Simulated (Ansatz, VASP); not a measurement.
# Hf3Te in VASP and in Ansatz

Contents of INCAR:

```
  PREC = Accurate
  ENCUT = 520
  EDIFF = 1E-6
  ISMEAR = 0
  SIGMA = 0.1
  LREAL = False
  LASPH = True
  NELM = 60
  ALGO = Fast
  ISIF = 2
  LWAVE = False
  LCHARG = False
  GGA = PE
  NBANDS = 26
```

KPOINTS

```
Automatic mesh
0
Gamma
  6 6 6
```

The input POSCAR:

```
Hf3Te
1.0
   -2.1753363540      2.1753363540      4.8591928947
    2.1753363540     -2.1753363540      4.8591928947
    2.1753363540      2.1753363540     -4.8591928947
Hf Te
3 1
Direct
    0.5000000000      0.5000000000      0.0000000000
    0.2500000000      0.7500000000      0.5000000000
    0.7500000000      0.2500000000      0.5000000000
    0.0000000000      0.0000000000      0.0000000000
```

Input for Ansatz:

```yaml
crystal:
  lattice:
    - [-2.175336354, 2.175336354, 4.8591928947]
    - [2.175336354, -2.175336354, 4.8591928947]
    - [2.175336354, 2.175336354, -4.8591928947]
  atoms:
    - { symbol: Hf, position: [0.5, 0.5, 0.0] }
    - { symbol: Hf, position: [0.25, 0.75, 0.5] }
    - { symbol: Hf, position: [0.75, 0.25, 0.5] }
    - { symbol: Te, position: [0.0, 0.0, 0.0] }
basis:
  ecutwfc: 420
kpoints:
  mp_grid: { grid: [6, 6, 6] }
hamiltonian:
  xc: pbe
scf:
  occupations: { method: gaussian, width: 0.1 }
  lower_state_search: "off"
output:
  forces: true
  stress: true
  eigenvalues: true
```

Alike in both runs: task single point; functional PBE; k mesh 6 × 6 × 6; occupations gaussian, width 0.1 eV; no spin polarisation.

|  | VASP | Ansatz |
| --- | --- | --- |
| version | VASP 6.6.1 | Ansatz 0.2.0 |
| potentials or method | VASP PAW PBE potentials, release 64 (Hf_pv, Te) | scalar-relativistic, plane waves, PAW |
| plane-wave cutoff (eV) | 520 | 420 |
| valence electrons in the cell | 36 | 94 |

|  | VASP | Ansatz | Ansatz less VASP |
| --- | --- | --- | --- |
| gap on the k mesh at the Fermi level (eV) | none | none | - |
| pressure (GPa) | -4.2 | -3.8 | +0.39 |
| largest component of the traceless stress (GPa) | 2.20 | 2.22 | +0.024 |

A gap of «none» marks a metal or a gap that the smearing closes. With one functional, cell and mesh, what is left measures potentials, basis and numerics. The two sets of potentials don't hold the same shells in valence.

Spin-orbit coupling is left out, which matters for the levels of Hf, Te.
